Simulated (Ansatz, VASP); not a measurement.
## KAl4 in VASP and in Ansatz

```xyz
5
Lattice="5.2692 0.0000 0.0000 -2.6346 4.5633 0.0000 0.0000 0.0000 5.3912" Properties=species:S:1:pos:R:3 pbc="T T T"
K     0.0000    0.0000    0.0000
Al    0.0000    3.0422    0.0000
Al    2.6346    1.5211    0.0000
Al    0.0000    3.0422    2.6956
Al    2.6346    1.5211    2.6956
```

Alike in both runs: functional PBE; k mesh 6 × 6 × 4; occupations gaussian, width 0.1 eV; no spin polarisation.

Ansatz relaxed the structure, and its values are those at the end. VASP's run is a single point on that final structure, the one shown.

```csv
,VASP,Ansatz
version,VASP 6.6.1,Ansatz 0.2.0
potentials or method,"VASP PAW PBE potentials, release 64 (K_sv, Al)","scalar-relativistic, plane waves, PAW"
plane-wave cutoff (eV),520,420
valence electrons in the cell,21,21
```

```csv
,VASP,Ansatz,Ansatz less VASP
gap on the k mesh at the Fermi level (eV),none,none,-
pressure (GPa),0.3,0.2,-0.03
```

A gap of «none» marks a metal or a gap that the smearing closes.
